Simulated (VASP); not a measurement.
VASP runs on Se (space group P3_121) share one base input (PBE GGA, plane waves, VASP's PBE PAW potentials (set 64)) and change the settings named in each case.

### KPOINTS
```
Automatic mesh
0
Gamma
6 6 5
0 0 0
```

### POSCAR
```
Se
1
    4.5426600000     0.0000000000     0.0000000000
   -2.2713300000     3.9340600000     0.0000000000
    0.0000000000     0.0000000000     5.0206220000
Se
3
Direct
  0.2178900000   0.0000000000   0.3333330000
  0.0000000000   0.2178900000   0.6666670000
  0.7821100000   0.7821100000   0.0000000000
```

### INCAR
```
# general
SYSTEM =Se
PREC   =Accurate
ENCUT  =300   # plane-wave cut-off (eV)
LREAL  =.False.
LASPH  =.True.

# electronic loop
EDIFF  =1E-6   # SCF stop (eV)
NELM   =100   # most electronic steps
ALGO   =Normal   # blocked Davidson
LMAXMIX=4   # l cut-off of mixed one-centre charges

# smearing
ISMEAR =0   # Gaussian
SIGMA  =0.01

# functional
GGA    =PE

# ions
ISIF   =2   # forces and stress, cell fixed

# output
LWAVE  =.False.
LCHARG =.False.
```

POTCAR, in this order: Se (PBE.64 set). Program: vasp_std.

```json
[
 {"change": "base run", "E(σ→0) (eV/atom)": "-3.5030", "pressure (GPa)": "0.29", "largest force (eV/Å)": "0.061", "−TS (eV)": "0.0000"},
 {"change": "EDIFF = 1E-09, ENCUT = 420, KPOINTS 9×9×7 Γ-centred mesh", "E(σ→0) (eV/atom)": "-3.5033", "pressure (GPa)": "?", "largest force (eV/Å)": "?", "−TS (eV)": "0.0000"},
 {"change": "EDIFF = 1E-04, ENCUT = 150, ISMEAR = -1, SIGMA = 0.5, KPOINTS 2×2×2 Γ-centred mesh", "E(σ→0) (eV/atom)": "-3.4028", "pressure (GPa)": "-3.01", "largest force (eV/Å)": "0.447", "−TS (eV)": "-1.0585"},
 {"change": "ENCUT = 210, KPOINTS 8×8×8 Γ-centred mesh", "E(σ→0) (eV/atom)": "-3.4993", "pressure (GPa)": "-0.36", "largest force (eV/Å)": "0.084", "−TS (eV)": "0.0000"},
 {"change": "ENCUT = 240, ISMEAR = -1, SIGMA = 0.5, KPOINTS 2×2×2 Γ-centred mesh", "E(σ→0) (eV/atom)": "-3.4037", "pressure (GPa)": "1.21", "largest force (eV/Å)": "0.468", "−TS (eV)": "-1.0519"},
 {"change": "EDIFF = 1E-03, ENCUT = 180, KPOINTS 6×6×6 Γ-centred mesh", "E(σ→0) (eV/atom)": "-3.4925", "pressure (GPa)": "-1.60", "largest force (eV/Å)": "0.061", "−TS (eV)": "0.0000"},
 {"change": "EDIFF = 1E-03, ENCUT = 180, SIGMA = 0.2, KPOINTS 1×1×1 Γ-centred mesh", "E(σ→0) (eV/atom)": "-2.6002", "pressure (GPa)": "4.88", "largest force (eV/Å)": "2.110", "−TS (eV)": "0.0000"},
 {"change": "AEXX = 0.2, AGGAC = 0.81, AGGAX = 0.72, ALDAC = 0.19, GGA = B3, HFRCUT = -1, ISYM = 3, LHFCALC = .TRUE., PRECFOCK = Fast, KPOINTS 4×4×4 Γ-centred mesh", "E(σ→0) (eV/atom)": "-4.2223", "pressure (GPa)": "0.92", "largest force (eV/Å)": "0.158", "−TS (eV)": "0.0000"},
 {"change": "AEXX = 0.25, HFSCREEN = 0.2, ISYM = 3, LHFCALC = .TRUE., PRECFOCK = Fast, KPOINTS 3×3×3 Γ-centred mesh", "E(σ→0) (eV/atom)": "-4.4325", "pressure (GPa)": "-1.81", "largest force (eV/Å)": "0.565", "−TS (eV)": "0.0000"}
]
```

Question: What belongs in the gaps?

Answer: 
- EDIFF = 1E-09, ENCUT = 420, KPOINTS 9×9×7 Γ-centred mesh, pressure (GPa): 0.27
- EDIFF = 1E-09, ENCUT = 420, KPOINTS 9×9×7 Γ-centred mesh, largest force (eV/Å): 0.059

Energies of different potentials or functionals have different zeros.

Left out are runs that ran out of time, are held back, or changed the cell or the kind of run, fixed moments of cells without a moment, rows past the twelfth, gaps on odd meshes, pressures of charged cells and columns that move by less than the noise.

The structure comes from a computed database's Se entry; how it stands against other phases isn't given here. The cell was not relaxed at this level, forces remain on its atoms, its lattice was scaled by up to 2.5 %.
